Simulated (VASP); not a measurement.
VASP runs on PbS (rock salt) share one base input (PBE GGA, plane waves, VASP's PBE PAW potentials (set 64)) and change the settings named in each case.

INCAR:
```
SYSTEM  =  PbS
PREC  =  Accurate; ENCUT  =  400; LREAL  =  .False.
LASPH  =  .True.
EDIFF  =  1E-6; NELM  =  100; ALGO  =  Normal
LMAXMIX  =  4
ISMEAR  =  0; SIGMA  =  0.05
GGA  =  PE
ISIF  =  2
LWAVE  =  .False.; LCHARG  =  .False.
```

### KPOINTS
```
Automatic mesh
0
Gamma
7 7 7
0 0 0
```

### POSCAR
```
PbS
1
    0.0000000000     2.9700000000     2.9700000000
    2.9700000000     0.0000000000     2.9700000000
    2.9700000000     2.9700000000     0.0000000000
Pb S
1 1
Direct
  0.0000000000   0.0000000000   0.0000000000
  0.5000000000   0.5000000000   0.5000000000
```

POTCAR, in this order: Pb_d S (PBE.64 set). Program: vasp_std.

```
change                                     E(σ→0) (eV/atom)  pressure (GPa)
-----------------------------------------  ----------------  --------------
base run                                            -4.3803            1.85
ENCUT = 520, POTCAR Pb S (PBE.64 set)               -4.4010      (withheld)
ENCUT = 800, POTCAR Pb_d S_h (PBE.64 set)           -4.3802            1.89
ENCUT = 520                                         -4.3803            1.83
ENCUT = 800                                         -4.3805            1.88
```

Task: Fill in the missing entries.

Result: 
- ENCUT = 520, POTCAR Pb S (PBE.64 set), pressure (GPa): 1.53

Energies of different potentials or functionals have different zeros. Unless said otherwise, spin-orbit coupling is left out, though it shifts the bands of the heavy elements here.

Left out are runs that ran out of time, are held back, or changed the cell or the kind of run, fixed moments of cells without a moment, rows past the twelfth, gaps on odd meshes, pressures of charged cells and columns that move by less than the noise.

The compound is PbS in the rock salt structure. The cell was not relaxed at this level.
